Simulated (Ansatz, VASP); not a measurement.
# SnAs in two plane-wave programs

Wanted: the spread between two codes on one cell, functional and k mesh. The cell is taken from a series of runs on this material, whose earlier steps may have relaxed, scaled, displaced or heated it; both programs get it as it stands.

Calculated with Ansatz 0.2.0; plane waves, with VASP 6.6.1 beside it; relaxation of cell and atoms at LDA.

### Step 1. Set-up

The structure is cubic, space group Fm-3m (No. 225). The conventional cell has a = 5.670 Å, b = 5.670 Å, c = 5.670 Å, α = 90.00°, β = 90.00°, γ = 90.00°. Nearest to Sn lie 6 As at 2.83 Å. Nearest to As lie 6 Sn at 2.83 Å. Farther neighbours are not listed.

### Step 2. VASP: relaxation of cell and atoms, LDA

The relaxed volume is the usual yardstick between codes: in a stiff, nearly cubic crystal its relative difference is about their pressure difference at one cell divided by the bulk modulus.

Lines of VASP's logs that name or quote its potential files are left out, and so is its time.

File INCAR:

```
SYSTEM = SnAs
PREC = Accurate
ENCUT = 500
EDIFF = 1E-07
NELM = 120
ISMEAR = -1
SIGMA = 0.15
LREAL = .FALSE.
ALGO = Normal
GGA = CA
NBANDS = 15
LORBIT = 11
LWAVE = .FALSE.
LCHARG = .FALSE.
ISIF = 3
IBRION = 2
NSW = 80
EDIFFG = -0.005
LASPH = .TRUE.
GGA_COMPAT = .FALSE.
NELMIN = 4
KPAR = 2
```

File POSCAR:

```
SnAs
1.0
    0.0000000000      2.8349480000      2.8349480000
    2.8349480000      0.0000000000      2.8349480000
    2.8349480000      2.8349480000      0.0000000000
Sn As
1 1
Direct
    0.0000000000      0.0000000000      0.0000000000
    0.5000000000      0.5000000000      0.5000000000
```

File KPOINTS:

```
Automatic mesh
0
Gamma
16 16 16
0 0 0
```

Potentials, in the order of the species: Sn_d and As (LDA family, release 64).

Command:

```bash
$ mpirun -np 2 vasp_std
```

Numbers of over 12 decimals in the logs are rounded to 6 here.

What it wrote:

```text
[banner, memory and clock lines left out]
running    2 mpi-ranks, on    1 nodes
 distrk:  each k-point on    1 cores,    2 groups
 distr:  one band on    1 cores,    1 groups

 POSCAR found type information on POSCAR SnAs
 POSCAR found :  2 types and       2 ions
 LDA part: xc-table for (Slater(with rela. corr.)+CA(PZ))
 , standard interpolation
 POSCAR, INCAR and KPOINTS ok, starting setup
 FFT: planning ... GRIDC
 FFT: planning ... GRID_SOFT
 FFT: planning ... GRID
 WAVECAR not read
 entering main loop
       N       E                     dE             d eps       ncg     rms          rms(c)
DAV:   1     0.110523080326E+03    0.11052E+03   -0.90454E+03  4483   0.154E+03
DAV:   2    -0.138736182955E+01   -0.11191E+03   -0.10875E+03  4686   0.359E+02
DAV:   3    -0.100125107126E+02   -0.86251E+01   -0.85320E+01  5561   0.864E+01
DAV:   4    -0.102045047643E+02   -0.19199E+00   -0.19192E+00  4940   0.140E+01
DAV:   5    -0.102111520850E+02   -0.66473E-02   -0.66472E-02  6293   0.249E+00    0.296E+00
DAV:   6    -0.101001623503E+02    0.11099E+00   -0.19990E-01  6580   0.452E+00    0.175E+00
DAV:   7    -0.100886607305E+02    0.11502E-01   -0.44145E-02  5887   0.150E+00    0.579E-01
DAV:   8    -0.100868458355E+02    0.18149E-02   -0.38784E-03  5458   0.706E-01    0.712E-02
DAV:   9    -0.100867902044E+02    0.55631E-04   -0.34824E-04  5798   0.217E-01    0.627E-02
DAV:  10    -0.100867905778E+02   -0.37343E-06   -0.26265E-05  5295   0.375E-02    0.352E-02
DAV:  11    -0.100867892224E+02    0.13554E-05   -0.67610E-06  6662   0.231E-02    0.933E-03
DAV:  12    -0.100867892828E+02   -0.60385E-07   -0.11575E-06  5666   0.128E-02    0.315E-03
DAV:  13    -0.100867892778E+02    0.50168E-08   -0.27220E-08  3155   0.163E-03
   1 F= -.10086789E+02 E0= -.10060822E+02  d E =-.100868E+02
 curvature:   0.00 expect dE= 0.000E+00 dE for cont linesearch  0.000E+00
 trial: gam= 0.00000 g(F)=  0.188E-62 g(S)=  0.447E-03 ort = 0.000E+00 (trialstep = 0.100E+01)
 search vector abs. value=  0.447E-03
 bond charge predicted
       N       E                     dE             d eps       ncg     rms          rms(c)
DAV:   1    -0.100919975472E+02   -0.52083E-02   -0.10946E-01  5477   0.575E+00    0.389E-01
DAV:   2    -0.100879381416E+02    0.40594E-02   -0.66256E-03  5435   0.151E+00    0.174E-01
DAV:   3    -0.100869433157E+02    0.99483E-03   -0.27810E-03  5588   0.902E-01    0.251E-02
DAV:   4    -0.100869190035E+02    0.24312E-04   -0.11208E-04  4994   0.119E-01    0.124E-02
DAV:   5    -0.100869069674E+02    0.12036E-04   -0.76922E-06  6770   0.275E-02    0.327E-03
DAV:   6    -0.100869063045E+02    0.66290E-06   -0.14088E-06  5799   0.195E-02    0.134E-03
DAV:   7    -0.100869062765E+02    0.27944E-07   -0.73734E-08  2938   0.306E-03
   2 F= -.10086906E+02 E0= -.10060710E+02  d E =-.116999E-03
 trial-energy change:   -0.000117  1 .order   -0.000110   -0.000447    0.000228
 step:   0.6767(harm=  0.6622)  dis= 0.00000  next Energy=   -10.086943 (dE=-0.154E-03)
 bond charge predicted
       N       E                     dE             d eps       ncg     rms          rms(c)
DAV:   1    -0.100874790369E+02   -0.57273E-03   -0.11351E-02  5477   0.183E+00    0.126E-01
DAV:   2    -0.100870532515E+02    0.42579E-03   -0.69758E-04  5393   0.493E-01    0.561E-02
DAV:   3    -0.100869496425E+02    0.10361E-03   -0.28700E-04  5559   0.291E-01    0.819E-03
DAV:   4    -0.100869470808E+02    0.25617E-05   -0.11589E-05  4868   0.380E-02    0.404E-03
DAV:   5    -0.100869458238E+02    0.12570E-05   -0.80597E-07  6641   0.893E-03    0.101E-03
DAV:   6    -0.100869457563E+02    0.67480E-07   -0.12026E-07  2973   0.575E-03
   3 F= -.10086946E+02 E0= -.10060824E+02  d E =-.156479E-03
 curvature:  -0.33 expect dE=-0.160E-06 dE for cont linesearch -0.160E-06
 trial: gam= 0.00000 g(F)=  0.370E-60 g(S)=  0.484E-06 ort =-0.147E-04 (trialstep = 0.935E+00)
 search vector abs. value=  0.485E-06
 reached required accuracy - stopping structural energy minimisation
```

OUTCAR, selected parts (step 2):

```text
ion  position               nearest neighbor table
   1  0.000  0.000  0.000-   2 2.83   2 2.83   2 2.83   2 2.83   2 2.83   2 2.83
   2  0.500  0.500  0.500-   1 2.83   1 2.83   1 2.83   1 2.83   1 2.83   1 2.83

  LATTYP: Found a face centered cubic cell.
 ALAT       =     5.6698960000

 Subroutine GETGRP returns: Found 48 space group operations
 (whereof 48 operations were pure point group operations)

The static configuration has the point symmetry O_h .

 Found    145 irreducible k-points:

   k-points           NKPTS =    145   k-points in BZ     NKDIM =    145   number of bands    NBANDS=     15

   dimension x,y,z NGX =    30 NGY =   30 NGZ =   30
   dimension x,y,z NGXF=    60 NGYF=   60 NGZF=   60

   ENCUT  =  500.0 eV  36.75 Ry    6.06 a.u.   7.31  7.31  7.31*2*pi/ulx,y,z

   NELECT =      19.0000    total number of electrons

 k-points in reciprocal lattice and weights: Automatic mesh
   0.00000000  0.00000000  0.00000000       0.000
   0.06250000  0.00000000  0.00000000       0.002
   0.12500000  0.00000000  0.00000000       0.002
   0.18750000  0.00000000  0.00000000       0.002
   0.25000000  0.00000000  0.00000000       0.002
   0.31250000  0.00000000  0.00000000       0.002
   0.37500000  0.00000000  0.00000000       0.002
   0.43750000  0.00000000  0.00000000       0.002
   0.50000000  0.00000000  0.00000000       0.001
[...]
-0.31250000  0.50000000  0.18750000       0.003
  -0.25000000  0.50000000  0.25000000       0.001

 average (electrostatic) potential at core
       1 -99.6141       2 -50.7576

 E-fermi :   7.1719

 k-point     1 :       0.0000    0.0000    0.0000
  band No.  band energies     occupation
    ...
      6      -6.1791      2.00000
      7       4.5911      2.00000
      8       6.0792      1.99863
      9       6.0792      1.99863
     10       6.0792      1.99863
     11      12.7196      0.00000
     12      12.7196      0.00000
     13      12.7196      0.00000
     14      13.2874      0.00000
     15      13.2874      0.00000

 k-point     2 :       0.0625    0.0000    0.0000
  band No.  band energies     occupation
    ...
      6      -6.1311      2.00000
      7       4.1059      2.00000
      8       6.0845      1.99858
      9       6.0845      1.99858
     10       6.4714      1.98143
     11      12.3640      0.00000
     12      12.3834      0.00000
     13      12.3834      0.00000
     14      13.3039      0.00000
     15      13.4192      0.00000

 k-point     3 :       0.1250    0.0000    0.0000
  band No.  band energies     occupation
    ...
      6      -5.9877      2.00000
      7       3.2053      2.00000
      8       6.1032      1.99839
      9       6.1032      1.99839
     10       7.0843      1.28419
     11      11.6933      0.00000
     12      11.6933      0.00000
     13      11.7533      0.00000
     14      13.2821      0.00000
     15      13.7320      0.00000

  Total       -0.0025874     -0.0025874     -0.0025874      0.0000000      0.0000000     -0.0000000
  in kB       -0.0906223     -0.0906223     -0.0906223      0.0000000      0.0000000     -0.0000000
  external PRESSURE =      -0.0906223 kB  Pullay stress =       0.0000000 kB

  energy-cutoff  :      500.00
  volume of cell :       45.74
      direct lattice vectors                 reciprocal lattice vectors
     0.000000000  2.838585868  2.838585868    -0.176144046  0.176144046  0.176144046
     2.838585868  0.000000000  2.838585868     0.176144046 -0.176144046  0.176144046
     2.838585868  2.838585868 -0.000000000     0.176144046  0.176144046 -0.176144046

 POSITION                                       TOTAL-FORCE (eV/Angst)
 -----------------------------------------------------------------------------------
      0.00000      0.00000     -0.00000         0.000000      0.000000      0.000000
      2.83859      2.83859      2.83859        -0.000000     -0.000000     -0.000000
 -----------------------------------------------------------------------------------
    total drift:                               -0.000000      0.000000      0.000000

  FREE ENERGIE OF THE ION-ELECTRON SYSTEM (eV)
  ---------------------------------------------------
  free  energy   TOTEN  =       -10.0869457563 eV

  energy  without entropy=      -10.0347025464  energy(sigma->0) =      -10.06082415

 reached required accuracy - stopping structural energy minimisation

 total charge
# of ion       s       p       d       tot
------------------------------------------
    1        1.241   0.980  10.017  12.237
    2        1.273   1.460   0.036   2.769
--------------------------------------------------
tot          2.513   2.440  10.053  15.006

[... 3 further parts left out ...]
```

CONTCAR:

```
SnAs
   1.00000000000000
     0.0000000000000000    2.8385858676831095    2.8385858676831095
     2.8385858676831095    0.0000000000000000    2.8385858676831095
     2.8385858676831095    2.8385858676831095   -0.0000000000000000
  Sn              As
     1     1
Direct
     0.0000000000000000    0.0000000000000000    0.0000000000000000
     0.5000000000000000    0.5000000000000000    0.5000000000000000
```

This run has no spin polarisation. Its electron count is odd, so without a moment it is a metal by construction.

### Step 3. Ansatz: relaxation of cell and atoms, LDA

Ansatz runs on its default PAW (the set named soft_2) files.

The same cell, functional (in two slightly different forms), mesh and smearing now go to Ansatz, which takes its cutoff from its data sets.

File input.yaml:

```yaml
crystal:
  lattice:
    - [0.0, 2.8349475452, 2.8349475452]
    - [2.8349475452, 0.0, 2.8349475452]
    - [2.8349475452, 2.8349475452, 0.0]
  atoms:
    - { symbol: Sn, position: [0.0, 0.0, 0.0] }
    - { symbol: As, position: [0.5, 0.5, 0.5] }
kpoints:
  mp_grid: { grid: [16, 16, 16] }
hamiltonian:
  xc: lda
scf:
  occupations: { method: fermi_dirac, width: 0.15 }
output:
  forces: true
  stress: true
  eigenvalues: true
relax:
  adjacent_minimum: "off"
  f_tol: 0.001
  max_steps: 60
  cell: { stress_tol: 0.01 }
```

Command:

```bash
$ ansatz run input.yaml --threads 8 --pin off --max-ram 14336MiB --backend cpu --events-out ev --progress --plain --runs-dir out
```

What it wrote:

```text
Engine: ansatz 0.2.0, aarch64-unknown-linux-gnu
Pseudopotentials: kind: paw
Pseudopotential: Sn, paw, valence charge 14, recommended cutoff 420 eV (normal), Sn.paw.azcp
Pseudopotential: As, paw, valence charge 15, recommended cutoff 420 eV (normal), As.paw.azcp
Functional definition: SPW92
  exchange = slater_x
  correlation = pw_c
Crystal: 2 atoms, lattice volume = 45.569 Å³
Basis set: ecut = 420 eV, 893 PW (Γ)
Bands: 19, of which v1, the nominal top of the filled ones, is band 15 counted from 1 (14 counted from 0)
Symmetry: 48 space group operations
Space group: Fm-3m (ITA 225), of the structure as read, at distance tolerance 3.6e-5 Å
k-points: 145 of 4096
Non-local potential: Sn, projectors of the file, l = 0: 2, l = 1: 2, l = 2: 2, l = 3: 2
Non-local potential: As, projectors of the file, l = 0: 2, l = 1: 2, l = 2: 3, l = 3: 1
PAW form: soft (Blöchl's): semilocal exchange-correlation on the pseudo side does not see the compensation charge
PAW frozen core: Sn, regenerated for the run's functional, and the local potential with it (the file was generated under x = pbe(κ = 0.804, μ = 0.219515), c = pbe(β = 0.066725))
PAW frozen core: As, regenerated for the run's functional, and the local potential with it (the file was generated under x = pbe(κ = 0.804, μ = 0.219515), c = pbe(β = 0.066725))
PAW one-centre angular grid: Sn, 590 points (default); XC on 64 Gauss nodes
PAW one-centre angular grid: As, 590 points (default); XC on 64 Gauss nodes
Initial density: superposition of atomic densities (neutral atoms: chi_scale 0, normalization atom), corrected by the library's trained network
Initial wavefunctions: pseudopotential atomic-orbital guess
Functional: x = slater, c = lda
SCF iter   1: F=—  HF=-10653.414151 eV  |F-HF|=—  |Δ(HF+E_count)|=         —  Δρ=6.07e-3  dr2=8.73e-3  ethr=1.77e-3  ⟨swp⟩=5.2  Hψ=12888  notcnv=0
preconditioner: auto → Kerker (q_TF=auto, 2.530 Å⁻¹)  [metal: Δε(μ)=0.137 eV  Ē_g=18.404 eV  σ=0.150 eV  W_gap=0.22  n_scr=14 (ndim 8)  ℏωp=24.0 eV  f_vac=0.000  D(μ)=0.69/eV (n_scr^D=0)]
SCF iter   2: F=—  HF=-10653.409975 eV  |F-HF|=—  |Δ(HF+E_count)|=   4.18e-3  Δρ=3.46e-3  dr2=3.12e-3  ethr=3.01e-5  ⟨swp⟩=1.4  Hψ=4248  notcnv=0
SCF iter   3: F=—  HF=-10653.408988 eV  |F-HF|=—  |Δ(HF+E_count)|=   9.87e-4  Δρ=6.15e-4  dr2=2.44e-4  ethr=1.08e-5  ⟨swp⟩=2.0  Hψ=3480  notcnv=0
SCF iter   4: F=—  HF=-10653.408904 eV  |F-HF|=—  |Δ(HF+E_count)|=   8.43e-5  Δρ=2.39e-4  dr2=2.95e-5  ethr=8.40e-7  ⟨swp⟩=2.0  Hψ=4855  notcnv=0
SCF iter   5: F=—  HF=-10653.408888 eV  |F-HF|=—  |Δ(HF+E_count)|=   1.59e-5  Δρ=5.64e-5  dr2=1.82e-6  ethr=1.02e-7  ⟨swp⟩=2.0  Hψ=4855  notcnv=0
SCF iter   6: F=—  HF=-10653.408887 eV  |F-HF|=—  |Δ(HF+E_count)|=   1.06e-6  Δρ=3.15e-5  dr2=4.60e-7  ethr=6.26e-9  ⟨swp⟩=2.0  Hψ=4577  notcnv=0
SCF iter   7: F=-10653.408887 eV  HF=-10653.408887 eV  |F-HF|=1.24e-8  |Δ(HF+E_count)|=   2.62e-7  Δρ=7.80e-6  dr2=2.07e-8  ethr=3.45e-10  ⟨swp⟩=3.0  Hψ=11016  notcnv=0
SCF 1 converged in 7 iterations: F = -10653.408887 eV  dr2 = 2.07e-8
  greatest PAW one-centre occupation: 0.999 electrons in one spin orbital (limit 2), on the As atom at site 1 (counted from 0), in its partial waves of l = 2
relax step   1: F+E_penalty+E_count = -10653.40888696 eV  Δ(F+E_penalty+E_count) = +0.000e0 eV  max|allowed force component| = 2.473e-30 eV/Å  Δτ_max = 0.0000 Å  P = +0.105 GPa  Ω = 45.569 Å³  (7 SCF iters, dr2 threshold 1.00e-7 eV, accepted)
[...]
relax step   2: F+E_penalty+E_count = -10653.40885497 eV  Δ(F+E_penalty+E_count) = +3.199e-5 eV  max|allowed force component| = 1.104e-29 eV/Å  Δτ_max = 0.0000 Å  P = -0.105 GPa  Ω = 45.694 Å³  energy of the carried Pulay correction = -3.177e-5 eV  (4 SCF iters, dr2 threshold 2.77e-8 eV, rejected (line search))
[...]
relax step   3: F+E_penalty+E_count = -10653.40889166 eV  Δ(F+E_penalty+E_count) = -4.702e-6 eV  max|allowed force component| = 8.464e-31 eV/Å  Δτ_max = 0.0000 Å  P = -0.000 GPa  Ω = 45.631 Å³  energy of the carried Pulay correction = -1.587e-5 eV  (7 SCF iters, accepted)
[...]
relax step   4: F+E_penalty+E_count = -10653.40890795 eV  Δ(F+E_penalty+E_count) = -1.629e-5 eV  max|allowed force component| = 6.574e-30 eV/Å  Δτ_max = 0.0000 Å  P = -0.000 GPa  Ω = 45.631 Å³  stress off target by 2.92e-4 GPa  SCF on the basis re-selected at this cell (its energy is not comparable with the rows above)  (5 SCF iters)
basis re-selected at this cell: Δ(F+E_penalty+E_count) = -1.629e-5 eV, ΔP = -0.000 GPa vs the last step (what re-selecting the basis moved, of the pressure what is left beyond the Pulay correction that the steps carried, after the strain that the cell walked since its last selection, with what the two solves' SCF thresholds leave and, on support functions, any second-order correction that the steps lacked; it is no m [...]
SCF converged after 5 iterations
Free energy (F): -10653.408908 eV
Harris-Foulkes:  -10653.408908 eV  (|F-HF|=1.82e-12)
Internal energy: -10653.356617 eV  (E = F + TS)
E sigma→0 (E₀):  -10653.382762 eV
Entropy (-TS):   -0.052291 eV (-26.146 meV/atom)
Fermi energy:    11.154043 eV
--- Per-component energies (eV) ---
  E_band       = -296.007161
  E_kinetic    = 292.700120
  E_local      = -2446.024128  (includes V_loc(G=0)·N_el)
  E_nonlocal   = -693.280165
  E_hartree    = 1428.959796
  E_xc         = -458.969991
  E_vxc        = -179.451467  (∫ρ·V_xc dr)
  E_paw        = -5748.380841  (= ΣΔE_a)
  E_vpaw       = -127.871096  (= ΣTr[D̂ρ^β])
  E_aug_tail   = 0.000007  (compensation charges beyond the density's cutoff)
  E_ewald      = -3030.861541
  E_core_change = 2.500128  (= ΣΔE_core)
  E_smearing   = -0.052291  (= −TS)
  E_closure    = -0.000000  (closes the sum)
  Σ components = -10653.408908   (vs F -10653.408908, Δ=0.00e0)
--- Forces (eV/Å), atoms counted from 1 ---
  atom   1  Sn     0.00000000     0.00000000    -0.00000000
  atom   2  As    -0.00000000    -0.00000000    -0.00000000
  max |Σ_I F_I| component: 2.10e-30 eV/Å
--- Stress (GPa, compression-positive) ---
       -0.000292      -0.000000      -0.000000
       -0.000000      -0.000292      -0.000000
       -0.000000      -0.000000      -0.000292
  P = ⅓ Tr σ = -0.0003 GPa (-0.003 kbar)
--- Band table (eV; the first three rows and the last of 145) ---
  k-point 0: bands = [... 11 lower, 8.5324, 10.0648, 10.0648, 10.0648, 16.7180, 16.7180, 16.7180, 17.3023]
  k-point 1: bands = [... 11 lower, 8.0553, 10.0701, 10.0701, 10.4490, 16.3628, 16.3830, 16.3830, 17.3143]
  k-point 2: bands = [... 11 lower, 7.1602, 10.0888, 10.0888, 11.0570, 15.6929, 15.6929, 15.7485, 17.2894]
  k-point 144: bands = [... 11 lower, 3.9722, 6.2341, 6.2341, 12.1281, 13.3702, 17.2325, 17.2325, 20.1671]
--- Relaxed structure (3 steps of the walk, 2 accepted, 1 SCFs on fresh bases) ---
  F+E_penalty+E_count = -10653.40890795 eV   max|allowed force component| = 6.574e-30 eV/Å   (the final SCF, on the basis selected at the relaxed cell)
  cell:  # Å, volume = 45.6314 Å³
    - [0, 2.836250, 2.836250]
    - [2.836250, 0, 2.836250]
    - [2.836250, 2.836250, 0.0]
  atoms:
    - { symbol: Sn, position: [0, 0, 0] }
    - { symbol: As, position: [0.500000, 0.500000, 0.500000] }
```

The column dr2 measures how far the density is from self-consistency, as an energy; F and HF (Harris–Foulkes) agree once it is small.

### Step 4. Comparison

Known differences besides the potentials themselves: the two LDA forms differ slightly; the data sets hold 29 valence electrons in Ansatz (on its default PAW (the set named soft_2) files) and 19 in VASP; the cutoff is 420 eV in Ansatz and 500 eV in VASP; VASP's log shows a relativistic correction to its local exchange, Ansatz's none; Ansatz adds a Pulay correction to the stress that steers its cell, VASP none. Total energies have different zeros and are not compared.

The two programs side by side:

```csv
quantity,Ansatz,VASP,difference
volume (Å³),45.63,45.74,-0.25 %
"edge a after relaxation, in the typed setting (Å)",4.011,4.014,-0.08 %
```

### Step 5. What came out

| Property | Result |
| --- | --- |
| difference in volume (relaxation of cell and atoms, LDA) | -0.25 % |

The difference in volume is -0.25 % (relaxation of cell and atoms, LDA), within the 1.2 % picked in this series as the mark of a large difference, as far as the stopping tolerances let one tell. The data sets hold unlike numbers of valence electrons (29 in Ansatz and 19 in VASP), so part of the differences comes from the potentials. How closely two codes agree says nothing of how well the functional describes the real material.

[Lines on the potential files, build, host, timing and source positions are cut from VASP's logs without a mark.]

[Logs are printed without paths, hosts, clocks, repeated set-up lines and the standing remarks that a program may print on its own settings, such as how far it seeks lower states.]

[Hosts, paths, dates, database ids (printed as entryN), source tags and the programs' standing remarks are cut or masked in the printed files.]
